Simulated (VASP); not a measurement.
The system is Na.

```
Na
1.0
    -2.14100    2.14100    2.14100
     2.14100   -2.14100    2.14100
     2.14100    2.14100   -2.14100
Na
1
Direct
  0.00000 0.00000 0.00000
```

- Program: VASP 6.6.1
- Task: relaxation of cell and atoms
- Functional: PBE
- Potentials or basis: VASP PAW PBE potentials, release 64 (Na_pv)
- Cutoff: 600 eV
- k mesh: 14 × 14 × 14
- Occupations: methfessel-paxton, width 0.1 eV
- Spin: no spin polarisation

At the start: pressure -0.4 GPa; volume 39.26 Å³/atom.

Question: How do energy, volume and symmetry change on relaxing?

Answer: Over 3 steps the energy falls by 3.2 meV/atom and the volume is 36.90 Å³/atom (-6.0 %); space group Im-3m (No. 229, to 0.05 Å).

The path:
| step | energy change (eV) | largest force (eV/Å) | pressure (GPa) | volume (Å³) |
| --- | --- | --- | --- | --- |
| 1 | 0.0000 | 0.0000 | -0.43 | 39.26 |
| 2 | -0.0014 | 0.0000 | -0.33 | 38.66 |
| 3 | -0.0032 | 0.0000 | 0.00 | 36.90 |

Final structure:
```
CELL_PARAMETERS angstrom
-2.09724 2.09724 2.09724
2.09724 -2.09724 2.09724
2.09724 2.09724 -2.09724
ATOMIC_POSITIONS crystal
Na 0.00000 0.00000 0.00000
```
